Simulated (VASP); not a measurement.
Given:

```
LaP
1.0
    4.27391     0.00000     0.00000
    0.00000     4.27391     0.00000
    0.00000     0.00000     7.52554
La P
2 2
Direct
  0.00000   0.50000   0.00000
  0.50000   0.00000   0.50000
  0.00000   0.00000   0.25000
  0.00000   0.00000   0.75000
```

These are PBE GGA, VASP's PBE PAW potentials (set 64) (plane waves; VASP) values and carry that method's errors. Run with 400 eV cut-off, 5×5×3 Γ-centred mesh, Fermi-Dirac smearing of 0.050 eV, potentials La P.

Task: Give the stress tensor in GPa (positive for a compressed cell).

Result: 
```
1.62  0.00  0.00
0.00  1.62  0.00
0.00  0.00  1.45
```
The pressure is its mean diagonal, 1.56 GPa.

The structure was generated: LaP was put into the PtS type (P4_2/mmc), which need not be its known phase. The cell was not relaxed at this level. The run is one of a series of settings (ISMEAR = -1 against the base run), some of them coarse on purpose.
